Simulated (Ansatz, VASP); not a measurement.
# ZrF2 in VASP and in Ansatz

File INCAR:

```
PREC     = Accurate       # precision mode
ENCUT    = 520            # plane-wave cutoff, eV
EDIFF    = 1E-6           # SCF threshold, eV
ISMEAR   = 0              # smearing method
SIGMA    = 0.1            # smearing width, eV
LREAL    = False          # projectors in reciprocal space
LASPH    = True           # aspherical terms in the spheres
NELM     = 80             # most SCF steps
ALGO     = Normal         # electronic algorithm
ISIF     = 2              # what is computed and relaxed
LWAVE    = False          # write WAVECAR
LCHARG   = False          # write CHGCAR
LDIPOL   = True         
IDIPOL   = 3            
DIPOL    = 0.5 0.5 0.500
GGA      = PE             # functional
NBANDS   = 20             # bands
```

File KPOINTS:

```
Automatic mesh
0
Gamma
  9 9 1
```

File POSCAR:

```
ZrF2
1.0
    2.6197020000      0.0000000000      0.0000000000
   -1.3098510000      2.2687280000      0.0000000000
    0.0000000000      0.0000000000     18.0000000000
Zr F
1 2
Direct
    0.0000000000      0.0000000000      0.5000000000
    0.0000000000      0.0000000000      0.6033645800
    0.0000000000      0.0000000000      0.3966354200
```

Input for Ansatz:

```yaml
crystal:
  lattice:
    - [2.619702, 0.0, 0.0]
    - [-1.309851, 2.268728, 0.0]
    - [0.0, 0.0, 18.0]
  atoms:
    - { symbol: Zr, position: [0.0, 0.0, 0.5] }
    - { symbol: F, position: [0.0, 0.0, 0.60336458] }
    - { symbol: F, position: [0.0, 0.0, 0.39663542] }
  periodic: [true, true, false]
basis:
  ecutwfc: 420
kpoints:
  mp_grid: { grid: [9, 9, 1] }
hamiltonian:
  xc: pbe
scf:
  occupations: { method: gaussian, width: 0.1 }
  lower_state_search: "off"
output:
  forces: true
  stress: true
  eigenvalues: true
```

Alike in both runs: task single point; functional PBE; k mesh 9 × 9 × 1; occupations gaussian, width 0.1 eV; no spin polarisation.

|  | VASP | Ansatz |
| --- | --- | --- |
| version | VASP 6.6.1 | Ansatz 0.2.0 |
| potentials or method | VASP PAW PBE potentials, release 64 (Zr_sv, F) | scalar-relativistic, plane waves, PAW |
| plane-wave cutoff (eV) | 520 | 420 |
| valence electrons in the cell | 26 | 26 |

|  | VASP | Ansatz | Ansatz less VASP |
| --- | --- | --- | --- |
| gap on the k mesh at the Fermi level (eV) | none | none | - |
| rms of the force components (eV/Å) | 0.815 | 0.718 | -0.0965 |

Atom by atom the forces differ by 0.096 eV/Å (rms over components). A gap of «none» marks a metal or a gap that the smearing closes. With one functional, cell and mesh, what is left measures potentials, basis and numerics. Ansatz warned: «slab_cell_height_set».
